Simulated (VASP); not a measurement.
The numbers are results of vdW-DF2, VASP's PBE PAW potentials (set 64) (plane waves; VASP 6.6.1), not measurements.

VASP ran on this input.

### POSCAR
```
SiC
1
    1.5617654934    -2.7050569301     0.0000000000
    1.5617654934     2.7050569301     0.0000000000
    0.0000000000     0.0000000000     5.1325892111
Si C
2 2
Direct
  0.6666670000   0.3333330000   0.4997055745
  0.3333330000   0.6666670000   0.9997055745
  0.6666670000   0.3333330000   0.8752944255
  0.3333330000   0.6666670000   0.3752944255
```

File KPOINTS:
```
Automatic mesh
0
Gamma
9 9 5
0 0 0
```

INCAR:
```
! general
SYSTEM   = SiC
PREC     = Accurate
ENCUT    = 520   ! plane-wave cut-off (eV)
LREAL    = .False.   ! projection in real space or not
LASPH    = .True.   ! aspherical one-centre terms

! electronic loop
EDIFF    = 1E-7
NELM     = 100
ALGO     = Normal

! smearing
ISMEAR   = -5

! functional
GGA      = ML
LUSE_VDW = .True.
AGGAC    = 0.0
ZAB_VDW  = -1.8867

! ions
ISIF     = 2   ! forces and stress, cell fixed

! output
LWAVE    = .False.
LCHARG   = .True.
LORBIT   = 11
NEDOS    = 601   ! DOS grid

! other
LEFG     = .True.
```

POTCAR, in this order: Si C (PBE.64 set). Program: vasp_std.

What VASP printed:

OSZICAR:
```
       N       E                     dE             d eps       ncg     rms          rms(c)
DAV:   1     0.448019500959E+02    0.44802E+02   -0.74041E+03   864   0.119E+03
DAV:   2    -0.239120318599E+02   -0.68714E+02   -0.63872E+02  1276   0.190E+02
DAV:   3    -0.274660155954E+02   -0.35540E+01   -0.35307E+01  1140   0.433E+01
DAV:   4    -0.275174477790E+02   -0.51432E-01   -0.51395E-01  1080   0.607E+00
DAV:   5    -0.275184986508E+02   -0.10509E-02   -0.10506E-02  1140   0.829E-01    0.119E+01
DAV:   6    -0.231346555952E+02    0.43838E+01   -0.15416E+01  1052   0.253E+01    0.426E+00
DAV:   7    -0.232013578968E+02   -0.66702E-01   -0.11583E+00  1144   0.736E+00    0.242E+00
DAV:   8    -0.232171258908E+02   -0.15768E-01   -0.10268E-01   972   0.283E+00    0.545E-01
DAV:   9    -0.232178886460E+02   -0.76276E-03   -0.11757E-02  1100   0.956E-01    0.237E-01
DAV:  10    -0.232177597892E+02    0.12886E-03   -0.37548E-03  1044   0.417E-01    0.704E-02
DAV:  11    -0.232178361231E+02   -0.76334E-04   -0.33297E-04   992   0.188E-01    0.395E-02
DAV:  12    -0.232178394231E+02   -0.32999E-05   -0.10538E-05  1120   0.292E-02    0.141E-02
DAV:  13    -0.232178408846E+02   -0.14615E-05   -0.24575E-06  1048   0.101E-02    0.166E-03
DAV:  14    -0.232178412750E+02   -0.39036E-06   -0.49919E-07  1068   0.528E-03    0.711E-04
DAV:  15    -0.232178414216E+02   -0.14661E-06   -0.17490E-08   644   0.126E-03    0.414E-04
DAV:  16    -0.232178413890E+02    0.32574E-07   -0.84455E-09   576   0.708E-04
   1 F= -.23217841E+02 E0= -.23217841E+02  d E =0.000000E+00
```

File OUTCAR:
```
------------------------ aborting loop because EDIFF is reached ----------------------------------------
  FORCE on cell =-STRESS in cart. coord.  units (eV):
  Direction    XX          YY          ZZ          XY          YZ          ZX
  --------------------------------------------------------------------------------------
  Total       -0.0472344     -0.0472344      0.0511754     -0.0000000      0.0000000      0.0000000
  in kB       -1.7450589     -1.7450586      1.8906581     -0.0000000      0.0000000      0.0000000
  external PRESSURE =      -0.5331531 kB  Pullay stress =       0.0000000 kB
  volume of cell :       43.37
      direct lattice vectors                 reciprocal lattice vectors
     1.561765493 -2.705056930  0.000000000     0.320150498 -0.184838993  0.000000000
     1.561765493  2.705056930  0.000000000     0.320150498  0.184838993  0.000000000
     0.000000000  0.000000000  5.132589211     0.000000000  0.000000000  0.194833438
  FREE ENERGIE OF THE ION-ELECTRON SYSTEM (eV)
  ---------------------------------------------------
  free  energy   TOTEN  =       -23.2178413890 eV

  energy  without entropy=      -23.2178413890  energy(sigma->0) =      -23.21784139

 total charge

# of ion       s       p       d       tot
------------------------------------------
    1        0.705   0.936   0.000   1.641
    2        0.705   0.936   0.000   1.641
    3        0.832   1.714   0.000   2.546
    4        0.832   1.714   0.000   2.546
--------------------------------------------------
tot          3.075   5.300   0.000   8.375

 Electric field gradients after diagonalization (V/A^2)
 (convention: |V_zz| > |V_xx| > |V_yy|)
----------------------------------------------------------------------
 ion       V_xx      V_yy      V_zz     asymmetry (V_yy - V_xx)/ V_zz
----------------------------------------------------------------------
   1      -1.776    -1.776     3.552       0.000
   2      -1.776    -1.776     3.552       0.000
   3      -1.011    -1.010     2.022       0.000
   4      -1.011    -1.011     2.022       0.000
```
(Selected blocks of OUTCAR.)

The compound is SiC in the wurtzite structure, the rare 2H polytype. It was relaxed first.
